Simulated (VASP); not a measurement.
A VASP calculation is set up with these files.

### INCAR
```
! general
SYSTEM    =  Al3Sc
PREC      =  Accurate
ENCUT     =  520
LREAL     =  .FALSE.
LASPH     =  .TRUE.

! electronic loop
EDIFF     =  1E-6
NELM      =  100
ALGO      =  Normal
LMAXMIX   =  4

! smearing
ISMEAR    =  1
SIGMA     =  0.1

! functional
GGA       =  MK
LUSE_VDW  =  .TRUE.
AGGAC     =  0.0
PARAM1    =  0.1234
PARAM2    =  1.0

! ions
IBRION    =  2
NSW       =  60
ISIF      =  3
EDIFFG    =  -0.02

! output
LWAVE     =  .FALSE.
LCHARG    =  .FALSE.
```

File KPOINTS:
```
Automatic mesh
0
Gamma
  7 7 7
```

File POSCAR:
```
Al3Sc
1.0
  4.0638445183   0.0000000000   0.0000000000
  0.0000000000   4.0638445183   0.0000000000
  0.0000000000   0.0000000000   4.0638445183
Sc Al
1 3
direct
  0.0000000000   0.0000000000   0.0000000000
  0.0000000000   0.5000000000   0.5000000000
  0.5000000000   0.0000000000   0.5000000000
  0.5000000000   0.5000000000   0.0000000000
```

POTCAR, in this order: Sc_sv Al (PBE.64 set). Program: vasp_std.

Q: Write an equivalent input for Quantum ESPRESSO's pw.x.

A: One equivalent input (not run):
```
&CONTROL
  calculation = 'vc-relax'
  pseudo_dir = './pseudo'
  outdir = './out'
  tprnfor = .true.
  tstress = .true.
  nstep = 60
  forc_conv_thr = 0.00078
/
&SYSTEM
  ibrav = 0
  nat = 4
  ntyp = 2
  ecutwfc = 78
  occupations = 'smearing'
  smearing = 'methfessel-paxton'
  degauss = 0.00735
  input_dft = 'vdw-df-ob86'
/
&ELECTRONS
  conv_thr = 7.3e-08
  electron_maxstep = 100
/
&IONS
/
&CELL
/
ATOMIC_SPECIES
  Sc 44.956 Sc.upf
  Al 26.982 Al.upf
CELL_PARAMETERS angstrom
     4.0638445   -0.0000000    0.0000000
     0.0000000    4.0638445   -0.0000000
    -0.0000000   -0.0000000    4.0638445
ATOMIC_POSITIONS crystal
  Sc   0.0000000  0.0000000  0.0000000
  Al   0.0000000  0.5000000  0.5000000
  Al   0.5000000  0.0000000  0.5000000
  Al   0.5000000  0.5000000  0.0000000
K_POINTS automatic
  7 7 7 0 0 0
```
What does not carry over: the potentials are each code's own (VASP's PAW set, PseudoDojo norm-conserving files in pw.x), so ENCUT and ecutwfc are chosen apart and not converted; conv_thr bounds pw.x's estimated SCF error, while EDIFF bounds the energy change between steps; forc_conv_thr acts on force components and is met together with etot_conv_thr.

The compound is Al3Sc in the L1_2 structure. This run relaxes it. Symmetry was kept, so distortions that lower it aren't found. The start is the result of an earlier pass.
